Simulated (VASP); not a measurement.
# Settings for SO₂F₂: relaxation of the atoms

SO₂F₂, molecule in box, 5 atoms in the cell. PBE; PAW potentials O, S, F (PBE set). VASP 6.6.1.

Wanted: energy within 0.5 meV/atom; shortest distances from each atom, periodic images included within 0.002 Å.

What the run is for: geometry; Accuracy asked: tight.

POSCAR:
```
SO2F2
1.0
   12.0000000000      0.0000000000      0.0000000000
    0.0000000000     12.0000000000      0.0000000000
    0.0000000000      0.0000000000     12.0000000000
O S F
2 1 2
Direct
    0.4729930000      0.4722000000      0.5994230000
    0.5975340000      0.4056140000      0.4430860000
    0.5125350000      0.4725020000      0.4899160000
    0.3993830000      0.4599060000      0.4075730000
    0.5349820000      0.5938080000      0.4569360000
```

The series start from Plane-wave cutoff (eV): 520; Ionic threshold (EDIFFG): -0.01; Electronic threshold (eV): 1e-6; Precision mode (PREC): Accurate; Relaxation algorithm: IBRION=2; Electronic steps between moves: NELMIN=4 ALGO=Normal. Each series keeps the choices made before it, and each single choice may use up half of a tolerance.

## Plane-wave cutoff (eV)

| Plane-wave cutoff (eV) | Energy less reference (meV/atom) | Shortest distances from each atom, periodic images included, largest deviation (Å) | Time (s) |
|---|---|---|---|
| 360 | -22.11 | 0.0069 | 176 |
| 400 | -5.64 | 0.0047 | 164 |
| 460 | 4.04 | 0.0008 | 208 |
| 520 | 4.65 | 0.0009 | 287 |
| 640 (reference) | 0.00 | 0.0000 | 392 |

Chosen: 640; the next looser run is off by more than half of the tolerance, so convergence isn't shown beyond this value.

## Ionic threshold (EDIFFG)

| Ionic threshold (EDIFFG) | Energy less reference (meV/atom) | Shortest distances from each atom, periodic images included, largest deviation (Å) | Time (s) |
|---|---|---|---|
| -0.1 | 0.03 | 0.0042 | 287 |
| -0.05 | 0.03 | 0.0040 | 285 |
| -0.02 | 0.00 | 0.0006 | 306 |
| -0.01 | 0.00 | 0.0003 | 392 |
| -0.005 | 0.00 | 0.0002 | 347 |
| -0.002 (reference) | 0.00 | 0.0000 | 366 |

Chosen: -0.02, the loosest value from which every tighter one stays within half of the tolerance.

## Electronic threshold (eV)

| Electronic threshold (eV) | Energy less reference (meV/atom) | Shortest distances from each atom, periodic images included, largest deviation (Å) | Time (s) |
|---|---|---|---|
| 0.0001 | 0.00 | 0.0011 | 178 |
| 1e-5 | 0.00 | 0.0003 | 239 |
| 1e-6 | 0.00 | 0.0001 | 306 |
| 1e-7 (reference) | 0.00 | 0.0000 | 414 |

Chosen: 1e-5.

## Precision mode (PREC)

| Precision mode (PREC) | Energy less reference (meV/atom) | Shortest distances from each atom, periodic images included, largest deviation (Å) | Time (s) |
|---|---|---|---|
| Normal | 0.00 | 0.0001 | 113 |
| Accurate (reference) | 0.00 | 0.0000 | 239 |

Chosen: Normal.

## Relaxation algorithm

| Relaxation algorithm | Energy less reference (meV/atom) | Shortest distances from each atom, periodic images included, largest deviation (Å) | Time (s) |
|---|---|---|---|
| IBRION=2 | 0.00 | 0.0000 | 113 |
| IBRION=2 POTIM=0.2 | 0.00 | 0.0006 | 94 |
| IBRION=2 POTIM=0.8 | 0.00 | 0.0007 | 130 |
| IBRION=1 | 0.00 | 0.0005 | 116 |
| IBRION=1 POTIM=0.2 | 0.01 | 0.0024 | 55 |
| IBRION=1 POTIM=0.3 NFREE=10 | 0.01 | 0.0021 | 60 |
| IBRION=3 POTIM=0.2 SMASS=0.4 | no result | no result | 1597 |
| IBRION=3 POTIM=0.3 | crashed | crashed | 704 |

Chosen: IBRION=2; no other choice that stays within half of the tolerance saves 30 % of the time.

VASP's message at the runs that stop: internal error in: us.F  at line: 1398 internal ERROR SETYLM_AUG: -5 2 39 155 -6 1 1 If you are not a developer, you should not encounter this problem. Please submit a bug report.

## Electronic steps between moves

| Electronic steps between moves | Energy less reference (meV/atom) | Shortest distances from each atom, periodic images included, largest deviation (Å) | Time (s) |
|---|---|---|---|
| NELMIN=4 ALGO=Normal | 0.00 | 0.0000 | 113 |
| ALGO=Normal | 0.00 | 0.0001 | 118 |
| NELMIN=4 MAXMIX=40 ALGO=Normal | 0.00 | 0.0002 | 137 |
| NELMIN=4 ALGO=Fast | 0.00 | 0.0002 | 131 |
| NELMIN=4 MAXMIX=40 ALGO=Fast | 0.00 | 0.0003 | 125 |

Chosen: NELMIN=4 ALGO=Normal.

## All choices together

| Input | Energy less reference (meV/atom) | Shortest distances from each atom, periodic images included, largest deviation (Å) | Time (s) |
|---|---|---|---|
| the program's defaults (naive) | -1.57 | 0.0059 | 25 |
| chosen settings | 0.00 | 0.0005 | 113 |
| reference settings throughout | 0.00 | 0.0000 | 487 |

The chosen settings stay within the tolerance of the reference run, but the reference itself isn't shown to be converged in: Plane-wave cutoff (eV).

## The input

INCAR:
```
SYSTEM = SO2F2
GGA = PE ; ISMEAR = 0
SIGMA = 0.03 ; LWAVE = .FALSE.
LCHARG = .FALSE. ; ISIF = 0
NSW = 120 ; PREC = Normal
LASPH = .TRUE. ; LREAL = .FALSE.
ALGO = Normal ; EDIFF = 1E-5
NELM = 120 ; GGA_COMPAT = .FALSE.
IBRION = 2 ; EDIFFG = -0.02
NELMIN = 4 ; ENCUT = 640
EFERMI = MIDGAP ; NELMDL = -8
```

KPOINTS:
```
k-points
0
Gamma
  1 1 1
```

Commands:
```
cat potpaw_PBE.64/O/POTCAR potpaw_PBE.64/S/POTCAR potpaw_PBE.64/F/POTCAR > POTCAR
mpirun -np 4 vasp_gam > vasp.out
```

The chosen input took VASP 6.6.1 113 s on 4 cores (Intel Xeon 6975P-C (Granite Rapids)), a shared host.

## An input that fails: ionic step far too long

It gives no converged result.

Changes against the starting input:
```
- NSW = 120
- NELM = 120
- IBRION = 2
+ NSW = 30
+ NELM = 55
+ IBRION = 1
+ POTIM = 3.0
```
